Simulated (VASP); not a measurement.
Level of theory: PBE GGA with spin-orbit coupling, VASP's PBE PAW potentials (set 64) (plane waves; VASP 6.6.1).

VASP ran on this input.

**POSCAR**
```
Rb
1
   -2.7826250000     2.7826250000     2.7826250000
    2.7826250000    -2.7826250000     2.7826250000
    2.7826250000     2.7826250000    -2.7826250000
Rb
1
Direct
  0.0000000000   0.0000000000   0.0000000000
```

File KPOINTS:
```
K-points
0
G
 11 11 11
```

### INCAR
```
LREAL=.FALSE.
SYSTEM=Rb
ISMEAR=0
SIGMA=0.272   # width (eV)
NELM=100   # most electronic steps
PREC=Accurate
ISIF=2   # forces and stress, cell fixed
LSORBIT=.TRUE.
MAGMOM=0.0 0.0 0.0
LWAVE=.FALSE.
LNONCOLLINEAR=.TRUE.
ALGO=Normal
GGA_COMPAT=.FALSE.
EDIFF=1E-6
ENCUT=300
GGA=PE
LMAXMIX=4   # l cut-off of mixed one-centre charges
LORBIT=11
LASPH=.TRUE.
LCHARG=.FALSE.
```

POTCAR, in this order: Rb_sv (PBE.64 set). Program: vasp_ncl.

### Question
What will the output report for the number of irreducible k-points (NKPTS), largest plane-wave count, number of space-group operations, FFT grid (NGX, NGY, NGZ)?

### Answer

```
Item                                           Value
--------------------------------------  ------------
number of irreducible k-points (NKPTS)            56
largest plane-wave count                        2064
number of space-group operations                  48
FFT grid (NGX, NGY, NGZ)                28 × 28 × 28
```

The structure is a typed Rb crystal. The cell was not relaxed at this level. The run is one of a series of settings (GGA_COMPAT = .FALSE., LNONCOLLINEAR = .TRUE., LSORBIT = .TRUE., MAGMOM = 0.0 0.0 0.0, program vasp_ncl against the base run), some of them coarse on purpose.
